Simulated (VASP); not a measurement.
Write the native input for VASP 6.6.1 that does the following.

| Quantity | Value |
| --- | --- |
| Task | relaxation of the atoms |
| Functional | PBE |
| Dispersion | D4 |
| Potentials or basis | VASP PAW PBE potentials, release 64 (Ca_sv, Sc_sv) |
| Cutoff | 520 eV |
| k mesh | 4 × 8 × 1 |
| Occupations | gaussian, width 0.05 eV |
| Spin | no spin polarisation |
| Dipole correction | yes |
| Atoms held fixed (from 0) | [0] |
| Further INCAR settings | ALGO = Fast; EDIFF = 1e-07; IBRION = 2; EDIFFG = -0.005; NSW = 60 |

The structure of CaSc lies in POSCAR:

```
CaSc
1.0
    6.5366700000      0.0000000000      0.0000000000
    0.0000000000      3.2053400000      0.0000000000
    0.0000000000      0.0000000000     23.8000000000
Ca Sc
1 1
Selective dynamics
Direct
    0.0000000000      0.0000000000      0.2941200000  F F F
    0.5000000000      0.0000000000      0.2941200000  T T T
```

The cell was built by a generator and needn't be a form met in nature.

The input as run:

INCAR

```
SYSTEM = CaSc
ALGO = Fast ; DIPOL = 0.5 0.5 0.294
EDIFF = 1E-7 ; EDIFFG = -0.005
ENCUT = 520 ; GGA = PE
IBRION = 2 ; IDIPOL = 3
ISIF = 2 ; ISMEAR = 0
IVDW = 13 ; LASPH = .TRUE.
LCHARG = .FALSE. ; LDIPOL = .TRUE.
LREAL = .FALSE. ; LWAVE = .FALSE.
NELM = 100 ; NSW = 60
PREC = Accurate ; SIGMA = 0.05
```

KPOINTS

```
k-points
0
G
  4 8 1
  0 0 0
```

Potentials or basis: VASP PAW PBE potentials, release 64 (Ca_sv, Sc_sv).

Launch:

```sh
$ cat potpaw_PBE.64/Ca_sv/POTCAR potpaw_PBE.64/Sc_sv/POTCAR > POTCAR
$ mpirun -np 1 vasp_std > vasp.out
```

It gave:

```yaml
Band_gap_on_the_k_mesh: none (metal or under the smearing width)
Dispersion_energy_per_atom: -0.075 eV
```

Caveat: the relaxation stopped at its first step, so nothing moved.

Wall time 9.1 min on 1 thread of Intel(R) Xeon(R) Platinum 8375C CPU @ 2.90GHz (Ice Lake), on a shared host, peak memory 0.55 GiB.
